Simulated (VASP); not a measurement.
Here is the system:

```xyz
3
Lattice="1.6014 -2.7737 0.0000 1.6014 2.7737 0.0000 0.0000 0.0000 3.5496" Properties=species:S:1:pos:R:3 pbc="T T T"
Hf     0.0000     0.0000     0.0000
B      1.6014     0.9246     1.7748
B      1.6014    -0.9246     1.7748
```

Calculation: PBE GGA, VASP's PBE PAW potentials (set 64) (plane waves; VASP 6.6.1). Run with 520 eV cut-off, 8×8×7 Γ-centred mesh, first-order Methfessel-Paxton smearing of 0.10 eV, potentials Hf_pv B.

Unless said otherwise, spin-orbit coupling is left out, though it shifts the bands of the heavy elements here.

Problem. Predict the energy per atom (σ→0), pressure, band gap (on the k-mesh) with the smallest direct gap where there is one.

Solution. 
```yaml
band gap (on the k-mesh): none (metal, semimetal or under 0.01 eV)
energy per atom (σ→0): -8.776 eV/atom
pressure: -12.65 GPa
```

Total energies compare only between runs with the same potentials, cut-off and functional.

The compound is HfB2 in the AlB2 type structure. The cell was not relaxed at this level.
